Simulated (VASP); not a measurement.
A VASP calculation is set up with these files.

**POSCAR**
```
CsCl
1.0
  3.4798020153   0.0000000000   0.0000000000
  0.0000000000   3.4798020153   0.0000000000
  0.0000000000   0.0000000000   3.4798020153
Cs Cl
1 1
Direct
  0.0000000000   0.0000000000   0.0000000000
  0.5000000000   0.5000000000   0.5000000000
```

KPOINTS:
```
Automatic mesh
0
Gamma
8 8 8
0 0 0
```

INCAR:
```
ALGO = Normal
EDIFF = 1E-6
EDIFFG = -0.02
ENCUT = 500
GGA = PS
IBRION = 2
ISIF = 3
ISMEAR = 0
LASPH = .TRUE.
LCHARG = .FALSE.
LMAXMIX = 4
LREAL = .FALSE.
LWAVE = .FALSE.
NELM = 100
NSW = 40
PREC = Accurate
PSTRESS = 450
SIGMA = 0.05
SYSTEM = CsCl
```

POTCAR, in this order: Cs_sv Cl (PBE.64 set). Program: vasp_std.

Write an equivalent input for Ansatz.

One equivalent input (not run):
Ansatz 0.2 input:
```yaml
crystal:
  lattice:
    - [3.4798020, 0.0000000, 0.0000000]
    - [0.0000000, 3.4798020, 0.0000000]
    - [0.0000000, 0.0000000, 3.4798020]
  atoms:
    - { symbol: Cs, position: [0.0000000, 0.0000000, 0.0000000] }
    - { symbol: Cl, position: [0.5000000, 0.5000000, 0.5000000] }
kpoints:
  mp_grid: { grid: [8, 8, 8] }
hamiltonian:
  xc: pbesol
  pseudopotentials: { kind: paw }
scf:
  occupations: { method: gaussian, width: 0.05 }
  max_iter: 100
relax:
  max_steps: 40
  f_tol: 0.02
  cell: { p_target: 45 }
output: { forces: true, stress: true, eigenvalues: true }
```
Limits of the translation: each code has its own PAW files, so the cut-off isn't converted (ENCUT is set for VASP's; basis.ecutwfc is left out, and Ansatz then takes the one that its files recommend); Ansatz stops its SCF on the density residual and VASP on the energy change (EDIFF).

The compound is CsCl in the CsCl type structure. This run relaxes it under an external pressure of 45 GPa. Symmetry was kept, so distortions that lower it aren't found.
